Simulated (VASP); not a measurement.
# NbSi2 with PBE: from relaxation to properties, part 2 of 5

What structure does NbSi2 take at this level, and what are its properties? The start is a cell from a database of measured crystal structures.

VASP 6.6.1; PBE; plane waves and PAW (Nb_sv, Si).

Still holding for the runs below: This run has no spin polarisation. Its electron count is odd, so without a moment it is a metal by construction. The k-mesh is coarse for a metal.

So far. Step 2 (Relaxing cell and atoms (PBE)): It ends with a largest force of 0.008 eV/Å and a pressure of 0.00 GPa. The volume lies +0.8 % from that of the database's start.

## (3) Single point with fields (PBE)

A single point on the relaxed cell gives a clean self-consistent state, with density, ELF and potential written out.

INCAR reads:

```
SYSTEM = NbSi2
PREC = Accurate
ENCUT = 400
EDIFF = 1E-06
NELM = 100
ISMEAR = 0
SIGMA = 0.05
LREAL = .FALSE.
ALGO = Normal
GGA = PE
NBANDS = 40
LASPH = .TRUE.
LORBIT = 11
LWAVE = .FALSE.
LCHARG = .TRUE.
ISIF = 2
LELF = .TRUE.
LVHAR = .TRUE.
```

POSCAR reads:

```
NbSi2
1.0
    4.8190904065      0.0000000000      0.0000000000
   -2.4095452033      4.1734547152      0.0000000000
    0.0000000000      0.0000000000      6.5855281306
Nb Si
3 6
Direct
    0.5000000000      0.0000000000      0.5000000000
    0.5000000000      0.5000000000      0.8333333333
    0.0000000000      0.5000000000      0.1666666667
    0.1587635004      0.3175270008      0.5000000000
    0.8412364996      0.1587635004      0.8333333333
    0.6824729992      0.8412364996      0.1666666667
    0.8412364996      0.6824729992      0.5000000000
    0.1587635004      0.8412364996      0.8333333333
    0.3175270008      0.1587635004      0.1666666667
```

KPOINTS reads:

```
Automatic mesh
0
Gamma
5 5 3
0 0 0
```

The projector-augmented-wave data sets are Nb_sv and Si (PBE family, release 64).

On the command line:

```
$ mpirun -np 8 vasp_std
```

The program printed:

```text
[banner, memory and clock lines left out]
running    8 mpi-ranks, on    1 nodes
 distrk:  each k-point on    8 cores,    1 groups
 distr:  one band on    1 cores,    8 groups

 POSCAR found type information on POSCAR NbSi
 POSCAR found :  2 types and       9 ions
 [... a notice as in an earlier step ...]

 LDA part: xc-table for (Slater+PW92), standard interpolation
 POSCAR, INCAR and KPOINTS ok, starting setup
 FFT: planning ... GRIDC
 FFT: planning ... GRID_SOFT
 FFT: planning ... GRID
 WAVECAR not read
 entering main loop
       N       E                     dE             d eps       ncg     rms          rms(c)
DAV:   1     0.446027710397E+03    0.44603E+03   -0.27495E+04   800   0.124E+03
DAV:   2    -0.304086445228E+02   -0.47644E+03   -0.45909E+03  1000   0.439E+02
DAV:   3    -0.680494784916E+02   -0.37641E+02   -0.36947E+02  1400   0.905E+01
DAV:   4    -0.705865502188E+02   -0.25371E+01   -0.25217E+01  1232   0.215E+01
DAV:   5    -0.707188162315E+02   -0.13227E+00   -0.13196E+00  1352   0.550E+00    0.170E+01
DAV:   6    -0.683133220233E+02    0.24055E+01   -0.13891E+01  1176   0.185E+01    0.608E+00
DAV:   7    -0.682111134693E+02    0.10221E+00   -0.14025E+00  1200   0.474E+00    0.374E+00
DAV:   8    -0.681793392611E+02    0.31774E-01   -0.15946E-01  1232   0.226E+00    0.724E-01
DAV:   9    -0.681797347920E+02   -0.39553E-03   -0.25480E-02  1344   0.722E-01    0.492E-01
DAV:  10    -0.681797927497E+02   -0.57958E-04   -0.37514E-03  1040   0.444E-01    0.702E-02
DAV:  11    -0.681797245204E+02    0.68229E-04   -0.49315E-04  1272   0.107E-01    0.284E-02
DAV:  12    -0.681797233172E+02    0.12031E-05   -0.43315E-05  1200   0.471E-02    0.778E-03
DAV:  13    -0.681797216199E+02    0.16973E-05   -0.39338E-06   888   0.990E-03    0.338E-03
DAV:  14    -0.681797213260E+02    0.29396E-06   -0.47638E-07   632   0.474E-03
   1 F= -.68179721E+02 E0= -.68178503E+02  d E =-.243666E-02
```

The job ended after 5.6 s (8 MPI ranks of Intel Xeon 6975P-C (Granite Rapids), shared host; peak memory 0.96 GiB; 32 s of CPU time).

OUTCAR, selected parts (step 3):

```text
  LATTYP: Found a hexagonal cell.
 ALAT       =     4.8190904065
 C/A-ratio  =     1.3665500281

 Found     10 irreducible k-points:

   ENCUT  =  400.0 eV  29.40 Ry    5.42 a.u.   7.86  7.86 10.74*2*pi/ulx,y,z

   NELECT =      63.0000    total number of electrons

 E-fermi :  11.2968

 k-point     1 :       0.0000    0.0000    0.0000
  band No.  band energies     occupation
    ...
     28       9.1587      2.00000
     29       9.1587      2.00000
     30       9.3920      2.00000
     31       9.3920      2.00000
     32      10.2814      2.00000
     33      12.1174      0.00000
     34      14.4560      0.00000
     35      14.5504      0.00000
     36      14.5964      0.00000
     37      14.6004      0.00000
    ...

 k-point     2 :       0.2000    0.0000    0.0000
  band No.  band energies     occupation
    ...
     28       9.3529      2.00000
     29       9.5421      2.00000
     30       9.5459      2.00000
     31       9.8639      2.00000
     32      10.0616      2.00000
     33      11.8612      0.00000
     34      13.2976      0.00000
     35      13.5458      0.00000
     36      14.0314      0.00000
     37      14.1373      0.00000
    ...

  Total       -0.0141358     -0.0141358      0.0317353      0.0000000     -0.0000000      0.0000000
  in kB       -0.1709939     -0.1709939      0.3838860      0.0000000     -0.0000000      0.0000000
  external PRESSURE =       0.0139661 kB  Pullay stress =       0.0000000 kB

  energy-cutoff  :      400.00
  volume of cell :      132.45
      direct lattice vectors                 reciprocal lattice vectors
     4.819090406  0.000000000  0.000000000     0.207508039  0.119804822  0.000000000
    -2.409545203  4.173454715  0.000000000     0.000000000  0.239609644  0.000000000
     0.000000000  0.000000000  6.585528131     0.000000000  0.000000000  0.151848110

 POSITION                                       TOTAL-FORCE (eV/Angst)
 -----------------------------------------------------------------------------------
      2.40955      0.00000      3.29276         0.000000      0.000000     -0.000000
      1.20477      2.08673      5.48794         0.000000     -0.000000     -0.000000
     -1.20477      2.08673      1.09759         0.000000      0.000000      0.000000
     -0.00000      1.32518      3.29276         0.000000     -0.008406     -0.000000
      3.67145      0.66259      5.48794         0.007280     -0.004203     -0.000000
      1.26190      3.51086      1.09759         0.007280      0.004203     -0.000000
      2.40955      2.84827      3.29276        -0.000000      0.008406     -0.000000
     -1.26190      3.51086      5.48794        -0.007280      0.004203     -0.000000
      1.14764      0.66259      1.09759        -0.007280     -0.004203     -0.000000
 -----------------------------------------------------------------------------------
    total drift:                               -0.000000      0.000000      0.000001

  FREE ENERGIE OF THE ION-ELECTRON SYSTEM (eV)
  ---------------------------------------------------
  free  energy   TOTEN  =       -68.1797213260 eV

  energy  without entropy=      -68.1772846655  energy(sigma->0) =      -68.17850300

 total charge
# of ion       s       p       d       tot
------------------------------------------
    1        2.152   6.030   2.581  10.762
    2        2.152   6.030   2.581  10.762
    3        2.152   6.030   2.581  10.762
    4        0.758   0.865   0.000   1.623
    5        0.758   0.865   0.000   1.623
    6        0.758   0.865   0.000   1.623
    7        0.758   0.865   0.000   1.623
    8        0.758   0.865   0.000   1.623
    9        0.758   0.865   0.000   1.623
--------------------------------------------------
tot         11.002  23.278   7.742  42.022

[... 5 parts as in an earlier step ...]

[... 6 further parts left out ...]
```

Numbers from this step:

```yaml
scf_cycles: 14
free_energy_toten: -68.1797 eV
energy_at_zero_smearing: -68.1785 eV
pressure: 0.001397 GPa
```

Valence electrons inside each PAW sphere by angular momentum. Sphere charges, by row:

| atom | s (e) | p (e) | d (e) | tot (e) |
| --- | --- | --- | --- | --- |
| Nb1 | 2.152 | 6.03 | 2.581 | 10.76 |
| Nb2 | 2.152 | 6.03 | 2.581 | 10.76 |
| Nb3 | 2.152 | 6.03 | 2.581 | 10.76 |
| Si4 | 0.758 | 0.865 | 0 | 1.623 |
| Si5 | 0.758 | 0.865 | 0 | 1.623 |
| Si6 | 0.758 | 0.865 | 0 | 1.623 |
| Si7 | 0.758 | 0.865 | 0 | 1.623 |
| Si8 | 0.758 | 0.865 | 0 | 1.623 |
| Si9 | 0.758 | 0.865 | 0 | 1.623 |

Electrostatic potential energy in the ab plane at fractional z = 0.167, with atoms of Nb and Si within 0.2 Å of it. With pseudopotentials it is smooth inside the atoms' cores, unlike the true potential.

Values in eV, 14 rows by 14 columns, each cell a mean:
```
 -2  -5  -9 -11  -7  -2  -1  -4 -19 -55 -74 -56 -21  -5
  0  -2  -3  -3  -1   0  -2 -14 -54 -87 -89 -59 -16  -3
 -2  -3  -4  -3  -1  -1  -5 -29 -75 -89 -77 -35  -7  -1
-12 -19 -17  -8  -3  -2  -7 -30 -62 -65 -37 -11  -3  -4
-44 -50 -40 -18  -4  -2  -6 -14 -24 -18  -7  -3  -6 -23
-70 -68 -50 -20  -3  -1  -2  -5  -5  -3  -2  -6 -27 -56
-77 -69 -44 -12  -1   0   0  -1   0   0  -3 -18 -50 -72
-72 -55 -25  -4  -1  -2  -3  -2  -1  -1  -6 -31 -60 -74
-51 -27  -7  -3  -5 -10 -11  -7  -3  -2  -8 -33 -55 -62
-17  -5  -3  -9 -29 -47 -38 -14  -4  -2  -6 -20 -32 -31
 -2  -2  -9 -39 -77 -85 -57 -17  -3  -1  -3  -6  -8  -6
  0  -4 -25 -72 -90 -85 -45 -10  -1   0  -1  -3  -3  -1
 -2  -8 -37 -77 -84 -58 -19  -3   0  -2  -5  -6  -5  -2
 -3  -8 -27 -47 -41 -16  -4  -1  -3 -11 -24 -24 -12  -4
```
Columns run along a (4.8 Å; values clipped at the 3rd and 97th percentile), rows up along b (4.8 Å). Atoms in or near the plane, at fractional coordinates: Nb at (0.00, 0.50), Si at (0.68, 0.84), Si at (0.32, 0.16).

Valence density in the ab plane at fractional z = 0.167, with atoms of Nb and Si within 0.2 Å of it. It is the smooth field of the valence electrons, not physical close to the nuclei.

Ten steps, logarithmic in the rise over the least value, from '0' (-0.1 e/Å³) to '9' (6.7 e/Å³), each cell a mean:
```
44444333443444
34443334311344
34433344313443
45543344334444
77753344444445
99753333433468
99743333333589
98643333334689
86444444334688
54444444434566
44443244433444
34430244333443
44432343334444
44444433344444
```
Columns run along a (4.8 Å), rows up along b (4.8 Å). Atoms in or near the plane, at fractional coordinates: Nb at (0.00, 0.50), Si at (0.68, 0.84), Si at (0.32, 0.16).

ELF in the ab plane at fractional z = 0.167, with atoms of Nb and Si within 0.2 Å of it. It is the smooth field of the valence electrons, not physical close to the nuclei.

Ten even steps from '0' (0.10) to '9' (0.74), each cell a mean:
```
89999656754588
67775568500488
32222588303896
23311698448962
78731698789624
99831577775258
89722455541389
88424666531598
85258878731699
32698579941365
26983169831121
68830168644555
88731476568998
88877765689998
```
Columns run along a (4.8 Å), rows up along b (4.8 Å). Atoms in or near the plane, at fractional coordinates: Nb at (0.00, 0.50), Si at (0.68, 0.84), Si at (0.32, 0.16).

In this run the pressure is 0.00 GPa, small enough to go on.

## (4) Band structure (PBE)

The mesh alone shows little of the dispersion and can miss band extrema, so KPOINTS_OPT adds a path through the symmetry points after the self-consistent cycle.

INCAR reads:

```
SYSTEM = NbSi2
PREC = Accurate
ENCUT = 400
EDIFF = 1E-06
NELM = 100
ISMEAR = 0
SIGMA = 0.05
LREAL = .FALSE.
ALGO = Normal
GGA = PE
NBANDS = 53
LASPH = .TRUE.
LORBIT = 11
LWAVE = .FALSE.
LCHARG = .FALSE.
KPAR = 8
```

POSCAR is that of step 3.

KPOINTS is that of step 3.

KPOINTS_OPT reads:

```
Line mode
12
Line-mode
Reciprocal
  0.00000000   0.00000000   0.00000000 GAMMA
  0.50000000   0.00000000   0.00000000 M

  0.50000000   0.00000000   0.00000000 M
  0.33333333   0.33333333   0.00000000 K

  0.33333333   0.33333333   0.00000000 K
  0.00000000   0.00000000   0.00000000 GAMMA

  0.00000000   0.00000000   0.00000000 GAMMA
  0.00000000   0.00000000   0.50000000 A

  0.00000000   0.00000000   0.50000000 A
  0.50000000   0.00000000   0.50000000 L

  0.50000000   0.00000000   0.50000000 L
  0.33333333   0.33333333   0.50000000 H

  0.33333333   0.33333333   0.50000000 H
  0.00000000   0.00000000   0.50000000 A

  0.50000000   0.00000000   0.50000000 L
  0.50000000   0.00000000   0.00000000 M

  0.33333333   0.33333333   0.00000000 K
  0.33333333   0.33333333   0.50000000 H
```

On the command line:

```
$ mpirun -np 8 vasp_std
```

The program printed:

```text
[banner, memory and clock lines left out]
running    8 mpi-ranks, on    1 nodes
 distrk:  each k-point on    1 cores,    8 groups
 distr:  one band on    1 cores,    1 groups

 POSCAR found type information on POSCAR NbSi
 POSCAR found :  2 types and       9 ions
 [... a notice as in an earlier step ...]

 LDA part: xc-table for (Slater+PW92), standard interpolation
 POSCAR, INCAR and KPOINTS ok, starting setup
 FFT: planning ... GRIDC
 FFT: planning ... GRID_SOFT
 FFT: planning ... GRID
 WAVECAR not read
 entering main loop
       N       E                     dE             d eps       ncg     rms          rms(c)
DAV:   1     0.435714168672E+03    0.43571E+03   -0.26043E+04  1068   0.933E+02
DAV:   2    -0.328753489898E+02   -0.46859E+03   -0.44362E+03  1328   0.344E+02
DAV:   3    -0.680131315051E+02   -0.35138E+02   -0.34287E+02  1760   0.690E+01
DAV:   4    -0.706569772748E+02   -0.26438E+01   -0.26248E+01  1752   0.173E+01
DAV:   5    -0.707242316855E+02   -0.67254E-01   -0.67215E-01  1640   0.305E+00    0.170E+01
DAV:   6    -0.683376275654E+02    0.23866E+01   -0.62819E+00  1600   0.139E+01    0.603E+00
DAV:   7    -0.682140071212E+02    0.12362E+00   -0.90837E-01  1419   0.368E+00    0.357E+00
DAV:   8    -0.681799956594E+02    0.34011E-01   -0.11911E-01  1624   0.142E+00    0.806E-01
DAV:   9    -0.681796963064E+02    0.29935E-03   -0.13581E-02  1704   0.535E-01    0.428E-01
DAV:  10    -0.681797602518E+02   -0.63945E-04   -0.25995E-03  1448   0.302E-01    0.589E-02
DAV:  11    -0.681797265982E+02    0.33654E-04   -0.17587E-04  1771   0.708E-02    0.218E-02
DAV:  12    -0.681797227761E+02    0.38221E-05   -0.15038E-05  1568   0.246E-02    0.144E-02
DAV:  13    -0.681797211969E+02    0.15792E-05   -0.74066E-07   872   0.632E-03    0.367E-03
DAV:  14    -0.681797210967E+02    0.10022E-06   -0.36248E-07   752   0.298E-03
   1 F= -.68179721E+02 E0= -.68178503E+02  d E =-.243664E-02
 Start KPOINTS_OPT (optional k-point list driver)
k-point batch [1-10\108]
       N       E                     dE             ncg
DAV:   1     0.154083214158E+04   -0.35165E+04     1092
DAV:   2    -0.314090470249E+04   -0.46817E+04     1347
DAV:   3    -0.349465732368E+04   -0.35375E+03     1768
DAV:   4    -0.352069400859E+04   -0.26037E+02     1736
DAV:   5    -0.352138788547E+04   -0.69388E+00     1627
DAV:   6    -0.352139791182E+04   -0.10026E-01     1632
DAV:   7    -0.352139832778E+04   -0.41596E-03     1587
DAV:   8    -0.352139834043E+04   -0.12655E-04     1486
DAV:   9    -0.352139834105E+04   -0.61507E-06     1003
[...]
k-point batch [101-108\108]
       N       E                     dE             ncg
DAV:   1     0.446645302582E+04   -0.11130E+05      856
DAV:   2     0.649558374578E+03   -0.38169E+04     1033
DAV:   3     0.340556551872E+03   -0.30900E+03     1416
DAV:   4     0.322059000403E+03   -0.18498E+02     1336
DAV:   5     0.321297578525E+03   -0.76142E+00     1344
DAV:   6     0.321289754836E+03   -0.78237E-02     1246
DAV:   7     0.321289405959E+03   -0.34888E-03     1259
DAV:   8     0.321289396569E+03   -0.93902E-05     1190
DAV:   9     0.321289396178E+03   -0.39040E-06      814
```

The job ended after 41 s (8 MPI ranks; peak memory 2.1 GiB).

From OUTCAR (step 4):

```text
 Found     10 irreducible k-points:

   k-points           NKPTS =     10   k-points in BZ     NKDIM =     10   number of bands    NBANDS=     53

   NELECT =      63.0000    total number of electrons

 E-fermi :  11.2967

 k-point     1 :       0.0000    0.0000    0.0000
  band No.  band energies     occupation
    ...
     28       9.1586      2.00000
     29       9.1586      2.00000
     30       9.3919      2.00000
     31       9.3919      2.00000
     32      10.2814      2.00000
     33      12.1173      0.00000
     34      14.4556      0.00000
     35      14.5502      0.00000
     36      14.5963      0.00000
     37      14.5963      0.00000
    ...

 k-point     2 :       0.2000    0.0000    0.0000
  band No.  band energies     occupation
    ...
     28       9.3529      2.00000
     29       9.5420      2.00000
     30       9.5459      2.00000
     31       9.8639      2.00000
     32      10.0615      2.00000
     33      11.8611      0.00000
     34      13.2975      0.00000
     35      13.5457      0.00000
     36      14.0313      0.00000
     37      14.1372      0.00000
    ...

  Total       -0.0050733     -0.0050733      0.0416993      0.0000000      0.0000000      0.0000000
  in kB       -0.0613696     -0.0613696      0.5044152      0.0000000      0.0000000      0.0000000
  external PRESSURE =       0.1272253 kB  Pullay stress =       0.0000000 kB

 POSITION                                       TOTAL-FORCE (eV/Angst)
 -----------------------------------------------------------------------------------
      2.40955      0.00000      3.29276         0.000000     -0.000000     -0.000000
      1.20477      2.08673      5.48794         0.000000     -0.000000      0.000000
     -1.20477      2.08673      1.09759         0.000000     -0.000000      0.000000
     -0.00000      1.32518      3.29276         0.000000     -0.008400     -0.000000
      3.67145      0.66259      5.48794         0.007275     -0.004200     -0.000000
      1.26190      3.51086      1.09759         0.007275      0.004200     -0.000000
      2.40955      2.84827      3.29276        -0.000000      0.008400     -0.000000
     -1.26190      3.51086      5.48794        -0.007275      0.004200     -0.000000
      1.14764      0.66259      1.09759        -0.007275     -0.004200      0.000000
 -----------------------------------------------------------------------------------
    total drift:                               -0.000000      0.000000      0.000001

  FREE ENERGIE OF THE ION-ELECTRON SYSTEM (eV)
  ---------------------------------------------------
  free  energy   TOTEN  =       -68.1797210967 eV

  energy  without entropy=      -68.1772844543  energy(sigma->0) =      -68.17850278

[... 9 parts as in an earlier step ...]

[... 5 further parts left out ...]
```

Spin-orbit coupling is off here; it would split degenerate levels.

Numbers from this step:

```
bands    : 53
pressure : 0.01272 GPa
```

The electronic bands at the labelled points (eV, zero at the Fermi level; # counts the bands kept, so #1 is VASP's band 15):

| point | #15 | #16 | #17 | #18 | #19 | #20 | #21 | #22 |
| --- | --- | --- | --- | --- | --- | --- | --- | --- |
| Γ | -2.14 | -1.90 | -1.90 | -1.02 | 0.82 | 3.16 | 3.25 | 3.30 |
| 0.45 of the way | -1.68 | -1.67 | -1.33 | -1.25 | 0.47 | 1.88 | 2.10 | 2.57 |
| M | -1.00 | -0.66 | -0.08 | 0.02 | 0.79 | 1.22 | 1.52 | 2.01 |
| 0.45 of the way | -1.20 | -0.96 | 0.03 | 0.18 | 0.66 | 1.46 | 1.82 | 2.05 |
| K | -1.52 | -1.52 | 0.37 | 0.37 | 0.45 | 2.07 | 2.07 | 2.14 |
| 0.55 of the way | -1.61 | -1.40 | -1.23 | -1.02 | 0.36 | 1.50 | 2.41 | 2.44 |
| Γ | -2.14 | -1.90 | -1.90 | -1.02 | 0.82 | 3.16 | 3.25 | 3.30 |
| 0.45 of the way | -1.80 | -1.71 | -1.11 | -0.96 | 1.22 | 2.84 | 3.14 | 3.32 |
| A | -1.56 | -1.37 | -1.37 | 1.01 | 1.01 | 2.73 | 2.73 | 3.21 |
| 0.45 of the way | -1.80 | -1.62 | -1.59 | 0.49 | 0.85 | 1.59 | 1.87 | 2.20 |
| L | -1.78 | -1.63 | -0.59 | -0.27 | 1.42 | 1.80 | 2.29 | 2.39 |
| 0.45 of the way | -1.37 | -0.65 | -0.43 | -0.31 | 1.23 | 1.84 | 2.14 | 2.32 |
| H | -0.72 | -0.72 | -0.13 | -0.13 | 0.83 | 2.01 | 2.14 | 2.14 |
| 0.45 of the way | -1.73 | -1.44 | -1.38 | 0.21 | 1.16 | 1.50 | 1.64 | 1.96 |
| A | -1.56 | -1.37 | -1.37 | 1.01 | 1.01 | 2.73 | 2.73 | 3.21 |
| jump to L | -1.78 | -1.63 | -0.59 | -0.27 | 1.42 | 1.80 | 2.29 | 2.39 |
| 0.45 of the way | -1.11 | -0.98 | -0.68 | -0.17 | 1.16 | 1.61 | 1.84 | 2.05 |
| M | -1.00 | -0.66 | -0.08 | 0.02 | 0.79 | 1.22 | 1.52 | 2.01 |
| jump to K | -1.52 | -1.52 | 0.37 | 0.37 | 0.45 | 2.07 | 2.07 | 2.14 |
| 0.45 of the way | -1.21 | -1.18 | 0.16 | 0.25 | 0.66 | 1.76 | 2.11 | 2.44 |
| H | -0.72 | -0.72 | -0.13 | -0.13 | 0.83 | 2.01 | 2.14 | 2.14 |

Of the projections kept (Nb, Si), the largest for each band there; the rest of the weight can lie on other orbitals:

| point | #15 | #16 | #17 | #18 | #19 | #20 | #21 | #22 |
| --- | --- | --- | --- | --- | --- | --- | --- | --- |
| Γ | Nb 0.58 | Nb 0.85 | Nb 0.85 | Nb 0.58 | Nb 1.00 | Nb 0.81 | Nb 0.51 | Nb 0.80 |
| M | Nb 0.85 | Nb 0.89 | Nb 0.95 | Nb 0.71 | Nb 0.95 | Nb 0.56 | Nb 0.52 | Si 0.57 |
| K | Nb 0.71 | Nb 0.71 | Nb 0.90 | Nb 0.90 | Nb 0.94 | Nb 0.67 | Nb 0.67 | Nb 0.94 |
| Γ | Nb 0.58 | Nb 0.85 | Nb 0.85 | Nb 0.58 | Nb 1.00 | Nb 0.81 | Nb 0.51 | Nb 0.80 |
| A | Si 0.67 | Nb 0.51 | Nb 0.51 | Nb 0.91 | Nb 0.91 | Si 0.77 | Si 0.77 | Nb 0.90 |
| L | Nb 0.73 | Si 0.56 | Nb 0.83 | Nb 0.78 | Nb 0.90 | Nb 0.86 | Nb 0.78 | Nb 0.71 |

There is no gap at this level.

(Continued in part 3 of 5.)

[Lines on the potential files, build, host, timing and source positions are cut from VASP's logs without a mark.]

[Logs are printed without paths, hosts, clocks, repeated set-up lines and the standing remarks that a program may print on its own settings, such as how far it seeks lower states.]

[Hosts, paths, dates, database ids (printed as entryN), source tags and the programs' standing remarks are cut or masked in the printed files.]

[A measured line is paired with the nearest computed mode of its activity, which favours agreement.]
